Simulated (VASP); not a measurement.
Here is the system:

```
C
1.0
    0.00000     1.76781     1.76781
    1.76781     0.00000     1.76781
    1.76781     1.76781     0.00000
C
2
Cartesian
  0.00000   0.00000   0.00000
  0.88391   0.88391   0.88391
```

The numbers are results of r2SCAN meta-GGA, VASP's PBE PAW potentials (set 64) (plane waves; VASP), not measurements. Settings: 620 eV cut-off, 13×13×13 Γ-centred mesh, Gaussian smearing of 0.050 eV, potentials C.

The ions, cell shape and volume at an external pressure of 20.0 GPa are relaxed. What does this cell relax into?

```
C
1.0
    0.00000     1.75627     1.75627
    1.75627     0.00000     1.75627
    1.75627     1.75627     0.00000
C
2
Direct
  0.00000   0.00000   0.00000
  0.25000   0.25000   0.25000
```
Space group Fd-3m (227), at a tolerance of 0.03 Å.

How do energy and volume change from the first to the last step?

The energy (σ→0) changes by +10.0 meV/atom and the volume by -1.9 %, in 3 ionic steps.

The compound is C in the diamond structure. This run relaxes it under an external pressure of 20 GPa. Symmetry was kept, so distortions that lower it aren't found.
